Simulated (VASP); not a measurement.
```
CELL_PARAMETERS angstrom
      0.00000     2.80174     2.80174
      2.80174     0.00000     2.80174
      2.80174     2.80174     0.00000
ATOMIC_POSITIONS crystal
  Zn 0.00000 0.00000 0.00000
  S  0.25000 0.25000 0.25000
```

Level of theory: revPBE GGA, VASP's PBE PAW potentials (set 64) (plane waves; VASP). Run with 520 eV cut-off, 8×8×8 Γ-centred mesh, Gaussian smearing of 0.050 eV, potentials Zn S.

What does the run give for the energy per atom (σ→0), pressure, band gap (on the k-mesh) with the smallest direct gap where there is one?

```yaml
band gap (on the k-mesh): 1.78 eV
smallest direct gap (on the k-mesh): 1.78 eV
energy per atom (σ→0): -3.130 eV/atom
pressure: -3.25 GPa
```

Total energies compare only between runs with the same potentials, cut-off and functional.

The compound is ZnS in the zinc blende structure. This cell is one point of a volume scan, at 1.06 of the reference volume.
